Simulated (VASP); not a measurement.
Computed with vdW-DF2, VASP's PBE PAW potentials (set 64) (plane waves; VASP).

Input for VASP

**INCAR**
```
SYSTEM = BN
PREC = Accurate
ENCUT = 520
EDIFF = 1E-6
NELM = 100
ALGO = Normal
LREAL = .FALSE.
LASPH = .TRUE.
ISMEAR = 0
SIGMA = 0.05
GGA = ML
ZAB_VDW = -1.8867
LUSE_VDW = .TRUE.
AGGAC = 0.0
LWAVE = .FALSE.
LCHARG = .FALSE.
IBRION = 2
ISIF = 3
NSW = 60
EDIFFG = -0.01
```

POSCAR:
```
BN
1
    0.0000000000     1.8075000000     1.8075000000
    1.8075000000     0.0000000000     1.8075000000
    1.8075000000     1.8075000000     0.0000000000
B N
1 1
Direct
  0.0000000000   0.0000000000   0.0000000000
  0.2500000000   0.2500000000   0.2500000000
```

### KPOINTS
```
Automatic mesh
0
Gamma
11 11 11
0 0 0
```

POTCAR, in this order: B N (PBE.64 set). Program: vasp_std.

The resulting files:

File OSZICAR:
```
       N       E                     dE             d eps       ncg     rms          rms(c)
DAV:   1     0.126116111430E+02    0.12612E+02   -0.54055E+03   968   0.101E+03
DAV:   2    -0.155750835119E+02   -0.28187E+02   -0.27646E+02  1256   0.176E+02
DAV:   3    -0.157681093957E+02   -0.19303E+00   -0.19303E+00  1000   0.182E+01
DAV:   4    -0.157683144926E+02   -0.20510E-03   -0.20510E-03  1216   0.522E-01
DAV:   5    -0.157683146994E+02   -0.20678E-06   -0.20678E-06   960   0.107E-02    0.757E+00
DAV:   6    -0.146056933469E+02    0.11626E+01   -0.54887E+00  1152   0.176E+01    0.333E+00
DAV:   7    -0.145503907259E+02    0.55303E-01   -0.11772E-01  1200   0.391E+00    0.202E+00
DAV:   8    -0.145343244123E+02    0.16066E-01   -0.10526E-01  1144   0.319E+00    0.245E-01
DAV:   9    -0.145343942480E+02   -0.69836E-04   -0.13505E-03   912   0.471E-01    0.120E-01
DAV:  10    -0.145345724863E+02   -0.17824E-03   -0.23560E-04   912   0.227E-01    0.196E-02
DAV:  11    -0.145345783060E+02   -0.58196E-05   -0.12126E-05  1024   0.413E-02    0.641E-03
DAV:  12    -0.145345779494E+02    0.35656E-06   -0.19295E-06   664   0.137E-02
   1 F= -.14534578E+02 E0= -.14534578E+02  d E =-.145346E+02
       N       E                     dE             d eps       ncg     rms          rms(c)
DAV:   1    -0.146177400383E+02   -0.83162E-01   -0.25272E+00   944   0.161E+01    0.207E+00
DAV:   2    -0.145401778881E+02    0.77562E-01   -0.41752E-01   968   0.481E+00    0.515E-01
DAV:   3    -0.145377319070E+02    0.24460E-02   -0.74611E-03   976   0.981E-01    0.246E-01
DAV:   4    -0.145365296602E+02    0.12022E-02   -0.19070E-03  1056   0.404E-01    0.461E-02
DAV:   5    -0.145365154961E+02    0.14164E-04   -0.92313E-05   952   0.708E-02    0.278E-02
DAV:   6    -0.145365168003E+02   -0.13042E-05   -0.67862E-06  1032   0.360E-02    0.399E-03
DAV:   7    -0.145365163646E+02    0.43567E-06   -0.56542E-07   472   0.564E-03
   2 F= -.14536516E+02 E0= -.14536516E+02  d E =-.193842E-02
       N       E                     dE             d eps       ncg     rms          rms(c)
DAV:   1    -0.145707578242E+02   -0.34241E-01   -0.61516E-01  1000   0.813E+00    0.102E+00
DAV:   2    -0.145522452878E+02    0.18513E-01   -0.96075E-02  1008   0.233E+00    0.259E-01
DAV:   3    -0.145515939643E+02    0.65132E-03   -0.18033E-03  1008   0.476E-01    0.123E-01
DAV:   4    -0.145513104148E+02    0.28355E-03   -0.42354E-04  1048   0.194E-01    0.236E-02
DAV:   5    -0.145513071990E+02    0.32158E-05   -0.16226E-05   936   0.310E-02    0.140E-02
DAV:   6    -0.145513067496E+02    0.44940E-06   -0.13040E-06   632   0.158E-02
   3 F= -.14551307E+02 E0= -.14551307E+02  d E =-.167288E-01
```

OUTCAR:
```
------------------------ aborting loop because EDIFF is reached ----------------------------------------
  FORCE on cell =-STRESS in cart. coord.  units (eV):
  Direction    XX          YY          ZZ          XY          YZ          ZX
  --------------------------------------------------------------------------------------
  Total       -0.0030664     -0.0030664     -0.0030664     -0.0000000     -0.0000000      0.0000000
  in kB       -0.4015415     -0.4015415     -0.4015415     -0.0000000     -0.0000000      0.0000000
  external PRESSURE =      -0.4015415 kB  Pullay stress =       0.0000000 kB
  volume of cell :       12.23
      direct lattice vectors                 reciprocal lattice vectors
     0.000000000  1.828903095  1.828903095    -0.273387913  0.273387913  0.273387913
     1.828903095  0.000000000  1.828903095     0.273387913 -0.273387913  0.273387913
     1.828903095  1.828903095  0.000000000     0.273387913  0.273387913 -0.273387913
  FREE ENERGIE OF THE ION-ELECTRON SYSTEM (eV)
  ---------------------------------------------------
  free  energy   TOTEN  =       -14.5513067496 eV

  energy  without entropy=      -14.5513067496  energy(sigma->0) =      -14.55130675

 reached required accuracy - stopping structural energy minimisation
```
(Selected blocks of OUTCAR.)

**CONTCAR**
```
BN
   1.00000000000000
     0.0000000000000000    1.8289030945008606    1.8289030945008606
     1.8289030945008606    0.0000000000000000    1.8289030945008606
     1.8289030945008606    1.8289030945008606    0.0000000000000000
  B               N
     1     1
Direct
     0.0000000000000000    0.0000000000000000    0.0000000000000000
     0.2500000000000000    0.2500000000000000    0.2500000000000000
```

Energy and stress use the plane-wave basis of the starting cell.

The compound is BN in the zinc blende structure. This run relaxes it. Symmetry was kept, so distortions that lower it aren't found.
